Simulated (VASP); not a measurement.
Input:

```
Si
1.0
   -3.32305     3.32305     3.32305
    3.32305    -3.32305     3.32305
    3.32305     3.32305    -3.32305
Si
8
Direct
  0.20115   0.50000   0.00000
  0.79885   0.50000   0.00000
  0.00000   0.20115   0.50000
  0.00000   0.79885   0.50000
  0.29885   0.29885   0.29885
  0.70115   0.70115   0.70115
  0.50000   0.00000   0.20115
  0.50000   0.00000   0.79885
```

Computed with r2SCAN meta-GGA, VASP's PBE PAW potentials (set 64) (plane waves; VASP). Numerical set-up: 400 eV cut-off, 7×7×7 Γ-centred mesh, tetrahedra with Blöchl corrections, potentials Si.

### Question
Give the energies of bands 7 to 20 at the high-symmetry points, in eV from the Fermi level.

### Answer

| band | Γ | H | N | P |
|---|---|---|---|---|
| 7 | -6.72 | -5.49 | -5.20 | -5.61 |
| 8 | -6.72 | -3.85 | -5.20 | -5.61 |
| 9 | -5.19 | -3.85 | -4.52 | -3.38 |
| 10 | -5.19 | -3.85 | -4.52 | -3.38 |
| 11 | -4.21 | -2.72 | -2.81 | -3.38 |
| 12 | -4.21 | -2.72 | -2.81 | -3.38 |
| 13 | -4.21 | -2.72 | -2.31 | -3.25 |
| 14 | -1.55 | -0.40 | -2.31 | -3.25 |
| 15 | -1.55 | 0.09 | -1.43 | -3.25 |
| 16 | -0.97 | 0.09 | -1.43 | -3.25 |
| 17 | 1.87 | 0.09 | 0.58 | 2.45 |
| 18 | 1.87 | 3.09 | 0.58 | 2.45 |
| 19 | 1.87 | 3.20 | 2.32 | 2.45 |
| 20 | 3.95 | 3.21 | 2.32 | 2.45 |

It has no gap at this level: it comes out as a metal or semimetal.

The structure comes from a computed database's Si entry (Ia-3); how it stands against other phases isn't given here. It was relaxed first.
